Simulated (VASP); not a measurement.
```yaml
crystal:
  lattice:
    - [0.00000, 1.93139, 1.93139]
    - [1.93139, 0.00000, 1.93139]
    - [1.93139, 1.93139, 0.00000]
  atoms:
    - { symbol: Ag, position: [0.00000, 0.00000, 0.00000] }
```

All values below come from LDA (Ceperley-Alder, Perdew-Zunger), VASP's LDA PAW potentials (set 64) (plane waves; VASP 6.6.1). Numerical set-up: 500 eV cut-off, 16×16×16 Γ-centred mesh, first-order Methfessel-Paxton smearing of 0.10 eV, potentials Ag.

Task: Predict the energy per atom (σ→0), pressure, band gap (on the k-mesh) with the smallest direct gap where there is one.

Result: 
- band gap (on the k-mesh) = none (metal, semimetal or under 0.01 eV)
- energy per atom (σ→0) = -3.692 eV/atom
- pressure = 20.00 GPa

The compound is Ag in the fcc structure. It was relaxed first under an external pressure of 20 GPa.
